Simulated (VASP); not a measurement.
# Ag under biaxial strain in the (001) plane

How do stress and energy of Ag follow biaxial strain in the (001) plane?

Main program and level: VASP 6.6.1; PBEsol; plane waves and PAW (Ag), in the first sound run; inputs show where later runs differ.

Report form: the programs' logs are mostly left out.

### Step 1. Set-up

The structure is cubic, space group Fm-3m (No. 225). The conventional cell has a = 4.090 Å, b = 4.090 Å, c = 4.090 Å, α = 90.00°, β = 90.00°, γ = 90.00°. Ag has 12 Ag at 2.89 Å nearest.

As a file:

```cif
data_structure
_symmetry_space_group_name_H-M 'Fm-3m'
_symmetry_Int_Tables_number 225
_cell_length_a 4.0900
_cell_length_b 4.0900
_cell_length_c 4.0900
_cell_angle_alpha 90.000
_cell_angle_beta 90.000
_cell_angle_gamma 90.000
_cell_volume 68.42
loop_
_atom_site_label
_atom_site_type_symbol
_atom_site_symmetry_multiplicity
_atom_site_Wyckoff_symbol
_atom_site_fract_x
_atom_site_fract_y
_atom_site_fract_z
_atom_site_occupancy
Ag1 Ag 4 a 0.00000 0.00000 0.00000 1
```

### Step 2. Relax the crystal, PBEsol

The series starts from the cell that this level prefers, so that zero strain is near zero stress.

This step took 2 runs in a row; the last is shown.

Level: PBEsol; plane waves and PAW (Ag).

INCAR

```
SYSTEM = Ag
PREC = Accurate
ENCUT = 450
EDIFF = 1E-07
NELM = 120
ISMEAR = 1
SIGMA = 0.15
LREAL = .FALSE.
ALGO = Normal
GGA = PS
NBANDS = 11
LASPH = .TRUE.
LORBIT = 11
LWAVE = .FALSE.
LCHARG = .FALSE.
KPAR = 8
IBRION = 2
NSW = 40
ISIF = 3
EDIFFG = -0.005
POTIM = 0.4
```

POSCAR

```
Ag
1.0
    0.0000000000      2.0262308341      2.0262308341
    2.0262308341      0.0000000000      2.0262308341
    2.0262308341      2.0262308341      0.0000000000
Ag
1
Direct
    0.0000000000      0.0000000000      0.0000000000
```

KPOINTS

```
Automatic mesh
0
Gamma
25 25 25
0 0 0
```

Potentials, in the order of the species: Ag (PBE family, release 64).

Launch:

```sh
$ mpirun -np 8 vasp_std
```

Wall time 10 s (8 MPI ranks of AMD EPYC 7R43, shared host); peak memory 1.2 GiB.

Numbers from this step:

- energy(sigma→0) of the program: -3.3075 eV
- stress, compression positive: xx, yy, zz -0.01, -0.01, -0.01 GPa
- volume: 16.638 Å³
- ionic steps: 1

### Step 3. Strain along the normal, PBEsol

One member in full: the plane is strained by 2 %, and the strain along the normal is moved by secant steps until the normal stress is under 0.012 GPa or five steps are spent; the atoms relax at each step.

This step took 4 runs, each at a new trial strain with the atoms of the one before; the last is shown.

Level: PBEsol; plane waves and PAW (Ag).

Changes to INCAR since step 2:

```diff
@@ -15,7 +15,7 @@
 LCHARG = .FALSE.
-KPAR = 8
-IBRION = 2
-NSW = 40
-ISIF = 3
-EDIFFG = -0.005
-POTIM = 0.4
+KPAR = 2
+IBRION = 1
+NSW = 25
+ISIF = 2
+EDIFFG = -0.004
+POTIM = 0.3
```

POSCAR

```
Ag
1.0
    0.0000000000      2.0667554510      1.9619156050
    2.0667554510      0.0000000000      1.9619156050
    2.0667554510      2.0667554510      0.0000000000
Ag
1
Direct
    0.0000000000      0.0000000000      0.0000000000
```

KPOINTS is that of step 2.

Launch:

```sh
$ mpirun -np 2 vasp_std
```

The job ended after 66 s (2 MPI ranks; peak memory 0.5 GiB; 2.2 min of CPU time).

Read from the output:

| Property | Result |
| --- | --- |
| energy(sigma→0) of the program | -3.3047 eV |
| stress, compression positive | xx, yy, zz -1.23, -1.23, 0.00 GPa |
| ionic steps | 1 |

### Step 4. The whole series

The other members went through these steps as far as the tables show, with the same cutoff and, step by step, the same mesh; 26 runs are not shown. The session took 1.1 core hours (wall time by ranks) on a shared machine.

| in-plane strain (%) | strain along the normal (%) | in-plane stress, tension positive (GPa) | energy above the unstrained row, extrapolated to no smearing (meV/atom) |
| --- | --- | --- | --- |
| -2.000 | 3.095 | -1.924 | 3.396 |
| -1.500 | 2.369 | -1.273 | 1.774 |
| -1.000 | 1.593 | -0.773 | 0.794 |
| -0.500 | 0.783 | -0.389 | 0.204 |
| 0 | 0.000 | 0.009 | 0.000 |
| 0.500 | -0.794 | 0.358 | 0.178 |
| 1.000 | -1.578 | 0.690 | 0.731 |
| 1.500 | -2.382 | ? | ? |
| 2.000 | -3.174 | 1.225 | 2.757 |

### Step 5. Stress from the known rows

A least-squares parabola through the 8 rows shown, with e the strain in %: stress = − 0.08923 e² + 0.7673 e + 0.02639 (GPa), r.m.s. residual 0.038 GPa.

For the withheld row, e = 1.5, the fit gives 0.977 GPa.

### Step 6. Prediction against calculation

The calculation gives 0.960 GPa, so the prediction is 0.017 GPa too high, within twice the residual of the fit.

Slopes at zero strain, from cubics through all rows: strain ratio -1.593, stress over strain 71 GPa (the cubic misses the stress by 0.02 GPa r.m.s., so this slope is good to some per cent only).

### Step 7. Outcome

```yaml
error_of_the_predicted_stress: 0.017 GPa
ratio_of_normal_to_in_plane_strain: -1.593
biaxial_modulus: 71 GPa
```

**Reading.** As a check, the curvature of the energy gives 72 GPa for the same modulus (energy per volume = M × strain²), 0 % from the slope of the stress. These are static values: temperature and zero-point motion are left out. In a metal the slopes also depend on mesh and smearing, which were held through the series.

[Lines on the potential files, build, host, timing and source positions are cut from VASP's logs without a mark.]

[Logs are printed without paths, hosts, clocks, repeated set-up lines and the standing remarks that a program may print on its own settings, such as how far it seeks lower states.]

[Hosts, paths, dates, database ids (printed as entryN), source tags and the programs' standing remarks are cut or masked in the printed files.]

[In band tables of VASP the shares of atoms and orbitals are scaled to a sum of 1 inside the atoms' spheres.]
